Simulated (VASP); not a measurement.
All values below come from PBEsol GGA, VASP's PBE PAW potentials (set 64) (plane waves; VASP).

A VASP calculation is set up with these files.

File POSCAR:
```
TaSi
1
   -1.6937749743     1.6937749743     5.8088193512
    1.6937749743    -1.6937749743     5.8088193512
    1.6937749743     1.6937749743    -5.8088193512
Ta Si
2 2
Direct
  0.7503575647   0.7503575647   0.0000000000
  0.5003575647   0.0003575647   0.5000000000
  0.1656424353   0.1656424353   0.0000000000
  0.9156424353   0.4156424353   0.5000000000
```

File KPOINTS:
```
Automatic mesh
0
Gamma
14 14 14
0 0 0
```

**INCAR**
```
SYSTEM = TaSi
PREC = Accurate
ENCUT = 400
EDIFF = 1E-7
NELM = 100
ALGO = Normal
LREAL = .FALSE.
LASPH = .TRUE.
ISMEAR = -5
GGA = PS
LMAXMIX = 6
LWAVE = .FALSE.
LCHARG = .TRUE.
LORBIT = 11
NEDOS = 601
ISIF = 2
LEFG = .TRUE.
```

POTCAR, in this order: Ta_pv Si (PBE.64 set). Program: vasp_std.

The run wrote:

OSZICAR:
```
       N       E                     dE             d eps       ncg     rms          rms(c)
DAV:   1     0.176175035879E+03    0.17618E+03   -0.13991E+04  9336   0.125E+03
DAV:   2    -0.328802964572E+02   -0.20906E+03   -0.20472E+03 11289   0.343E+02
DAV:   3    -0.393245009509E+02   -0.64442E+01   -0.62594E+01 11859   0.534E+01
DAV:   4    -0.394425946923E+02   -0.11809E+00   -0.11705E+00 11437   0.659E+00
DAV:   5    -0.394447893327E+02   -0.21946E-02   -0.21963E-02 11456   0.872E-01    0.225E+01
DAV:   6    -0.374668230703E+02    0.19780E+01   -0.72847E+00 11049   0.164E+01    0.935E+00
DAV:   7    -0.373475845240E+02    0.11924E+00   -0.63434E-01 12583   0.508E+00    0.269E+00
DAV:   8    -0.373255120148E+02    0.22073E-01   -0.56835E-02 11038   0.122E+00    0.297E-01
DAV:   9    -0.373252673803E+02    0.24463E-03   -0.27983E-03 11161   0.315E-01    0.130E-01
DAV:  10    -0.373252669079E+02    0.47245E-06   -0.15845E-04 10980   0.108E-01    0.154E-02
DAV:  11    -0.373252589325E+02    0.79753E-05   -0.37289E-05 11579   0.297E-02    0.946E-03
DAV:  12    -0.373252573463E+02    0.15862E-05   -0.29595E-06 11027   0.144E-02    0.165E-03
DAV:  13    -0.373252572356E+02    0.11069E-06   -0.83197E-08  6865   0.241E-03    0.801E-04
DAV:  14    -0.373252572970E+02   -0.61403E-07   -0.19213E-08  6499   0.102E-03
   1 F= -.37325257E+02 E0= -.37325257E+02  d E =0.000000E+00
```

**OUTCAR**
```
------------------------ aborting loop because EDIFF is reached ----------------------------------------
  FORCE on cell =-STRESS in cart. coord.  units (eV):
  Direction    XX          YY          ZZ          XY          YZ          ZX
  --------------------------------------------------------------------------------------
  Total        0.0009901      0.0009901      0.0158255      0.0000000      0.0000000      0.0000000
  in kB        0.0237982      0.0237982      0.3803716      0.0000000      0.0000000      0.0000000
  external PRESSURE =       0.1426560 kB  Pullay stress =       0.0000000 kB
  volume of cell :       66.66
      direct lattice vectors                 reciprocal lattice vectors
    -1.693774974  1.693774974  5.808819351     0.000000000  0.295198599  0.086076011
     1.693774974 -1.693774974  5.808819351     0.295198599  0.000000000  0.086076011
     1.693774974  1.693774974 -5.808819351     0.295198599  0.295198599  0.000000000
 POSITION                                       TOTAL-FORCE (eV/Angst)
 -----------------------------------------------------------------------------------
      0.00000      0.00000      8.71738        -0.000000     -0.000000     -0.004489
      0.00000      1.69377      0.00415        -0.000000     -0.000000     -0.004489
      0.00000      0.00000      1.92437        -0.000000     -0.000000      0.004489
     -0.00000      1.69377      4.82878         0.000000      0.000000      0.004489
 -----------------------------------------------------------------------------------
    total drift:                                0.000000      0.000000      0.000332
  FREE ENERGIE OF THE ION-ELECTRON SYSTEM (eV)
  ---------------------------------------------------
  free  energy   TOTEN  =       -37.3252572970 eV

  energy  without entropy=      -37.3252572970  energy(sigma->0) =      -37.32525730

 total charge

# of ion       s       p       d       tot
------------------------------------------
    1        0.311   6.177   2.410   8.898
    2        0.311   6.177   2.410   8.898
    3        0.781   0.962   0.000   1.743
    4        0.781   0.962   0.000   1.743
--------------------------------------------------
tot          2.184  14.277   4.821  21.281

 Electric field gradients after diagonalization (V/A^2)
 (convention: |V_zz| > |V_xx| > |V_yy|)
----------------------------------------------------------------------
 ion       V_xx      V_yy      V_zz     asymmetry (V_yy - V_xx)/ V_zz
----------------------------------------------------------------------
   1      42.594    35.246   -77.839       0.094
   2      42.594    35.246   -77.839       0.094
   3      10.555     4.965   -15.520       0.360
   4      10.555     4.965   -15.520       0.360
```
(Selected blocks of OUTCAR.)

### OUTCAR
```
 val. band max:        6.5116500389   @ k =   0.2143   0.2143  -0.0000

 cond. band min:       6.4495110951   @ k =   0.1429   0.1429   0.1429


 Fermi energy:         6.4653963790

 k-point     1 :       0.0000    0.0000    0.0000
  band No.  band energies     occupation
      1     -27.4887      2.00000
      2     -27.2355      2.00000
      3     -27.2355      2.00000
      4     -27.2235      2.00000
      5     -27.2070      2.00000
      6     -27.2070      2.00000
      7      -4.2600      2.00000
      8      -0.9206      2.00000
      9       1.4379      2.00000
     10       4.4595      2.00000
     11       4.9330      2.00000
     12       5.5983      2.00000
     13       5.9860      2.00000
     14       5.9860      2.00000
     15       6.7248      0.00000
     16       6.7248      0.00000
     17       8.3555      0.00000
     18       9.2082      0.00000
     19       9.8072      0.00000

 k-point     2 :       0.0714    0.0000    0.0000
  band No.  band energies     occupation
      1     -27.4854      2.00000
      2     -27.2479      2.00000
      3     -27.2351      2.00000
      4     -27.2241      2.00000
      5     -27.2131      2.00000
      6     -27.2058      2.00000
      7      -4.1719      2.00000
      8      -0.8940      2.00000
      9       1.4849      2.00000
     10       4.4064      2.00000
     11       4.9083      2.00000
     12       5.5455      2.00000
     13       5.9348      2.00000
     14       5.9944      2.00000
     15       6.6404      0.00000
     16       6.7276      0.00000
     17       8.2407      0.00000
     18       9.0457      0.00000
     19       9.9563      0.00000

 k-point     3 :       0.1429    0.0000    0.0000
  band No.  band energies     occupation
      1     -27.4763      2.00000
      2     -27.2760      2.00000
      3     -27.2426      2.00000
      4     -27.2338      2.00000
      5     -27.2198      2.00000
      6     -27.2026      2.00000
      7      -3.9124      2.00000
...
```

For a metal the tetrahedron method with Blöchl corrections gives inexact stress and forces. Unless said otherwise, spin-orbit coupling is left out, though it shifts the bands of the heavy elements here.

The structure was generated: TaSi was put into the NbAs type (I4_1md), which need not be its known phase. It was relaxed first.
